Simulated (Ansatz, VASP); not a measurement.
# Cross-check of Ta (Ta(100)) between VASP and Ansatz

One calculation is typed for both programs; each brings its own data sets. How far apart do they land? The cell is taken from a series of runs on this material, whose earlier steps may have relaxed, scaled, displaced or heated it; both programs get it as it stands.

Main program and level: Ansatz 0.2.0; plane waves, with VASP 6.6.1 beside it; single point at PBE, spin-orbit coupling.

### 1. Starting point

The cell holds 7 atoms: 7 Ta. Cell: a = 3.310 Å, b = 3.310 Å, c = 27.930 Å, α = 90.0°, β = 90.0°, γ = 90.0°. Vacuum lies along c.

Structure file:

```xyz
7
Lattice="3.3100 0.0000 0.0000 0.0000 3.3100 0.0000 0.0000 0.0000 27.9300" Properties=species:S:1:pos:R:3
Ta    0.0000    0.0000    9.0000
Ta    1.6550    1.6550   10.6550
Ta    0.0000    0.0000   12.3100
Ta    1.6550    1.6550   13.9650
Ta    0.0000    0.0000   15.6200
Ta    1.6550    1.6550   17.2750
Ta    0.0000    0.0000   18.9300
```

### 2. VASP: single point, PBE, spin-orbit coupling

A single point gives forces, pressure and levels at one fixed geometry, so differences don't come from the geometry; what else differs is listed under the comparison.

Lines of VASP's logs that name or quote its potential files are left out, and so is its time.

Input file INCAR:

```
SYSTEM = Ta
PREC = Accurate
ENCUT = 400
EDIFF = 1E-06
NELM = 200
ISMEAR = -1
SIGMA = 0.1
LREAL = .FALSE.
ALGO = Normal
GGA = PE
LNONCOLLINEAR = .TRUE.
MAGMOM = 0 0 0 0 0 0 0 0 0 0 0 0 0 0 0 0 0 0 0 0 0
NBANDS = 94
GGA_COMPAT = .FALSE.
LASPH = .TRUE.
LSORBIT = .TRUE.
LMAXMIX = 4
LORBIT = 11
LWAVE = .FALSE.
LCHARG = .FALSE.
ISIF = 2
LDIPOL = .TRUE.
IDIPOL = 3
DIPOL = 0.5 0.5 0.5
LVHAR = .TRUE.
NELMDL = -8
KPAR = 2
```

Input file POSCAR:

```
Ta
1.0
    3.3100000000      0.0000000000      0.0000000000
    0.0000000000      3.3100000000      0.0000000000
    0.0000000000      0.0000000000     27.9300000000
Ta
7
Direct
    0.0000000000      0.0000000000      0.3222341568
    0.5000000000      0.5000000000      0.3814894379
    0.0000000000      0.0000000000      0.4407447189
    0.5000000000      0.5000000000      0.5000000000
    0.0000000000      0.0000000000      0.5592552811
    0.5000000000      0.5000000000      0.6185105621
    0.0000000000      0.0000000000      0.6777658432
```

Input file KPOINTS:

```
Automatic mesh
0
Gamma
12 12 1
0 0 0
```

The projector-augmented-wave data sets are Ta_pv (PBE family, release 64).

Started as:

```console
$ mpirun -np 2 vasp_ncl
```

Numbers of over 12 decimals in the logs are rounded to 6 here.

Output:

```text
[banner, memory and clock lines left out]
running    2 mpi-ranks, on    1 nodes
 distrk:  each k-point on    1 cores,    2 groups
 distr:  one band on    1 cores,    1 groups

 POSCAR found type information on POSCAR Ta
 POSCAR found :  1 types and       7 ions
 LDA part: xc-table for (Slater+PW92), standard interpolation
 POSCAR, INCAR and KPOINTS ok, starting setup
 FFT: planning ... GRIDC
 FFT: planning ... GRID_SOFT
 FFT: planning ... GRID
 WAVECAR not read
 entering main loop
       N       E                     dE             d eps       ncg     rms          rms(c)
DAV:   1     0.607051737145E+03    0.60705E+03   -0.39324E+04  6744   0.121E+03
DAV:   2    -0.602101920544E+02   -0.66726E+03   -0.65074E+03  6078   0.371E+02
DAV:   3    -0.914738666385E+02   -0.31264E+02   -0.29967E+02  6754   0.699E+01
DAV:   4    -0.929524991349E+02   -0.14786E+01   -0.14480E+01  7056   0.129E+01
DAV:   5    -0.930146545898E+02   -0.62155E-01   -0.61708E-01  7032   0.226E+00
DAV:   6    -0.930175302009E+02   -0.28756E-02   -0.28639E-02  7104   0.443E-01
DAV:   7    -0.930177083297E+02   -0.17813E-03   -0.17773E-03  7040   0.917E-02
DAV:   8    -0.930177201709E+02   -0.11841E-04   -0.11822E-04  6456   0.196E-02    0.339E+01
DAV:   9    -0.117189442525E+03   -0.24172E+02   -0.13942E+02  7374   0.491E+01    0.261E+01
DAV:  10    -0.993419855809E+02    0.17847E+02   -0.31228E+02  7302   0.601E+01    0.204E+01
DAV:  11    -0.902939236092E+02    0.90481E+01   -0.66432E+01  6784   0.252E+01    0.106E+01
DAV:  12    -0.858982095422E+02    0.43957E+01   -0.12946E+01  6890   0.124E+01    0.625E+00
DAV:  13    -0.846664584262E+02    0.12318E+01   -0.22882E+00  7274   0.706E+00    0.382E+00
DAV:  14    -0.844677864138E+02    0.19867E+00   -0.38667E-01  6744   0.243E+00    0.310E+00
[...]
DAV:  24    -0.841481825456E+02   -0.44748E-04   -0.26328E-05  5938   0.188E-02    0.532E-03
DAV:  25    -0.841482066672E+02   -0.24122E-04   -0.50171E-06  4960   0.992E-03    0.274E-03
DAV:  26    -0.841482206659E+02   -0.13999E-04   -0.20534E-06  4236   0.513E-03    0.281E-03
DAV:  27    -0.841482311732E+02   -0.10507E-04   -0.19545E-06  4292   0.528E-03    0.116E-03
DAV:  28    -0.841482339207E+02   -0.27475E-05   -0.37111E-07  3484   0.223E-03    0.520E-04
DAV:  29    -0.841482353451E+02   -0.14244E-05   -0.11440E-07  3336   0.126E-03    0.366E-04
DAV:  30    -0.841482365229E+02   -0.11778E-05   -0.16789E-07  3394   0.686E-04    0.270E-04
DAV:  31    -0.841482368412E+02   -0.31829E-06   -0.56406E-08  3268   0.757E-04
   1 F= -.84148237E+02 E0= -.84012187E+02  d E =-.272100E+00  mag=     0.0000    -0.0000    -0.0000
```

OUTCAR, selected parts (step 2):

```text
ion  position               nearest neighbor table
   1  0.000  0.000  0.322-   2 2.87   2 2.87   2 2.87   2 2.87   3 3.31
   2  0.500  0.500  0.381-   3 2.87   3 2.87   3 2.87   3 2.87   1 2.87   1 2.87   1 2.87   1 2.87
                             4 3.31
   3  0.000  0.000  0.441-   2 2.87   2 2.87   2 2.87   2 2.87   4 2.87   4 2.87   4 2.87   4 2.87
                             1 3.31   5 3.31
   4  0.500  0.500  0.500-   3 2.87   5 2.87   3 2.87   5 2.87   3 2.87   5 2.87   3 2.87   5 2.87
                             2 3.31   6 3.31
   5  0.000  0.000  0.559-   6 2.87   6 2.87   6 2.87   6 2.87   4 2.87   4 2.87   4 2.87   4 2.87
                             7 3.31   3 3.31
   6  0.500  0.500  0.619-   5 2.87   5 2.87   5 2.87   5 2.87   7 2.87   7 2.87   7 2.87   7 2.87
                             4 3.31
   7  0.000  0.000  0.678-   6 2.87   6 2.87   6 2.87   6 2.87   5 3.31

  LATTYP: Found a simple tetragonal cell.
 ALAT       =     3.3100000000
 C/A-ratio  =     8.4380664653

 Subroutine GETGRP returns: Found 16 space group operations
 (whereof 16 operations were pure point group operations)

The static configuration has the point symmetry D_4h.

 Found     28 irreducible k-points:

   k-points           NKPTS =     28   k-points in BZ     NKDIM =     28   number of bands    NBANDS=     94

   dimension x,y,z NGX =    24 NGY =   24 NGZ =  192
   dimension x,y,z NGXF=    48 NGYF=   48 NGZF=  384

   ENCUT  =  400.0 eV  29.40 Ry    5.42 a.u.   5.40  5.40 45.55*2*pi/ulx,y,z

   NELECT =      77.0000    total number of electrons

 k-points in reciprocal lattice and weights: Automatic mesh
   0.00000000  0.00000000  0.00000000       0.007
   0.08333333  0.00000000  0.00000000       0.028
   0.16666667  0.00000000  0.00000000       0.028
   0.25000000  0.00000000  0.00000000       0.028
   0.33333333  0.00000000  0.00000000       0.028
   0.41666667  0.00000000  0.00000000       0.028
   0.50000000  0.00000000  0.00000000       0.014
   0.08333333  0.08333333  0.00000000       0.028
   0.16666667  0.08333333  0.00000000       0.056
[...]
0.50000000  0.41666667  0.00000000       0.028
   0.50000000  0.50000000  0.00000000       0.007

 dipolmoment           0.000000      0.000000      0.000000 electrons x Angstroem

 average (electrostatic) potential at core
       1 -43.0387       2 -42.0262       3 -41.8730       4 -41.8552       5 -41.8730
       6 -42.0262       7 -43.0387

 E-fermi :   0.1537

 k-point     1 :       0.0000    0.0000    0.0000
  band No.  band energies     occupation
    ...
     64      -1.0128      0.99999
     65       0.0693      0.69941
     66       0.0693      0.69941
     67       0.1115      0.60386
     68       0.1115      0.60386
     69       0.3799      0.09435
     70       0.3799      0.09435
     71       0.4768      0.03802
     72       0.4768      0.03802
     73       0.5478      0.01907
    ...

 k-point     2 :       0.0833    0.0000    0.0000
  band No.  band energies     occupation
    ...
     64      -1.0422      0.99999
     65      -0.0342      0.86748
     66      -0.0342      0.86748
     67       0.0589      0.72076
     68       0.0589      0.72076
     69       0.1642      0.47381
     70       0.1642      0.47381
     71       0.3582      0.11459
     72       0.3582      0.11459
     73       0.3977      0.08020
    ...

 k-point     3 :       0.1667    0.0000    0.0000
  band No.  band energies     occupation
    ...
     70      -0.0932      0.92192
     71      -0.0385      0.87237
     72      -0.0385      0.87237
     73       0.1046      0.62046
     74       0.1046      0.62046
     75       0.2653      0.24669
     76       0.2653      0.24669
     77       0.4265      0.06133
     78       0.4265      0.06133
     79       0.4981      0.03095
    ...

  Total       -5.7132864     -5.7132864     -3.1799036      0.0000000      0.0000000     -0.0000000
  in kB      -29.9136670    -29.9136670    -16.6493626      0.0000000      0.0000000     -0.0000000
  external PRESSURE =     -25.4922322 kB  Pullay stress =       0.0000000 kB

  energy-cutoff  :      400.00
  volume of cell :      306.00
      direct lattice vectors                 reciprocal lattice vectors
     3.310000000  0.000000000  0.000000000     0.302114804  0.000000000  0.000000000
     0.000000000  3.310000000  0.000000000     0.000000000  0.302114804  0.000000000
     0.000000000  0.000000000 27.930000000     0.000000000  0.000000000  0.035803795

 POSITION                                       TOTAL-FORCE (eV/Angst)
 -----------------------------------------------------------------------------------
      0.00000      0.00000      9.00000         0.000000     -0.000000      1.149334
      1.65500      1.65500     10.65500         0.000000     -0.000000     -1.081200
      0.00000      0.00000     12.31000         0.000000     -0.000000     -0.348432
      1.65500      1.65500     13.96500         0.000000     -0.000000      0.000000
      0.00000      0.00000     15.62000         0.000000     -0.000000      0.348432
      1.65500      1.65500     17.27500        -0.000000      0.000000      1.081200
      0.00000      0.00000     18.93000         0.000000     -0.000000     -1.149334
 -----------------------------------------------------------------------------------
    total drift:                                0.000000     -0.000000     -0.000000

  FREE ENERGIE OF THE ION-ELECTRON SYSTEM (eV)
  ---------------------------------------------------
  free  energy   TOTEN  =       -84.1482368412 eV

  energy  without entropy=      -83.8761368094  energy(sigma->0) =      -84.01218683

 vacuum level on the upper side and lower side of the slab         4.132         4.132

 Spin-Orbit-Coupling matrix elements
 Ion:    1  E_soc:     -1.4615662
 Ion:    2  E_soc:     -1.4139680
 Ion:    3  E_soc:     -1.4132744
 Ion:    4  E_soc:     -1.4140631
 Ion:    5  E_soc:     -1.4132744
 Ion:    6  E_soc:     -1.4139680
 Ion:    7  E_soc:     -1.4615662

 total charge
# of ion       s       p       d       tot
------------------------------------------
    1        0.371   6.065   2.268   8.704
    2        0.372   6.169   2.372   8.913
    3        0.367   6.170   2.393   8.929
    4        0.368   6.172   2.386   8.926
    5        0.367   6.170   2.393   8.929
    6        0.372   6.169   2.372   8.913
    7        0.371   6.065   2.268   8.704
--------------------------------------------------
tot          2.588  42.979  16.450  62.017

 magnetization (x)
# of ion       s       p       d       tot
------------------------------------------
    1        0.000   0.000   0.000   0.000
    2        0.000   0.000   0.000   0.000
    3       -0.000   0.000   0.000   0.000
    4       -0.000  -0.000   0.000  -0.000
    5       -0.000   0.000   0.000   0.000
    6        0.000   0.000   0.000   0.000
    7        0.000   0.000   0.000   0.000
--------------------------------------------------
tot         -0.000  -0.000   0.000   0.000

 magnetization (y)
# of ion       s       p       d       tot
------------------------------------------
    1        0.000   0.000  -0.000  -0.000
    2        0.000   0.000   0.000   0.000
    3        0.000   0.000   0.000   0.000
    4       -0.000   0.000   0.000   0.000
    5        0.000   0.000   0.000   0.000
    6        0.000   0.000   0.000   0.000
    7        0.000   0.000  -0.000  -0.000
--------------------------------------------------
tot         -0.000   0.000  -0.000  -0.000

 magnetization (z)
# of ion       s       p       d       tot
------------------------------------------
    1        0.000   0.000  -0.000  -0.000
    2       -0.000  -0.000   0.000  -0.000
    3        0.000  -0.000  -0.000  -0.000
    4        0.000   0.000   0.000   0.000
    5       -0.000  -0.000   0.000  -0.000
    6       -0.000   0.000  -0.000  -0.000
    7        0.000   0.000   0.000   0.000
--------------------------------------------------
tot          0.000  -0.000  -0.000   0.000

[... 3 further parts left out ...]
```

This run has no spin polarisation. Its electron count is odd, so without a moment it is a metal by construction.

(Part 1 of 2 ends here.)

[Lines on the potential files, build, host, timing and source positions are cut from VASP's logs without a mark.]

[Logs are printed without paths, hosts, clocks, repeated set-up lines and the standing remarks that a program may print on its own settings, such as how far it seeks lower states.]

[Hosts, paths, dates, database ids (printed as entryN), source tags and the programs' standing remarks are cut or masked in the printed files.]
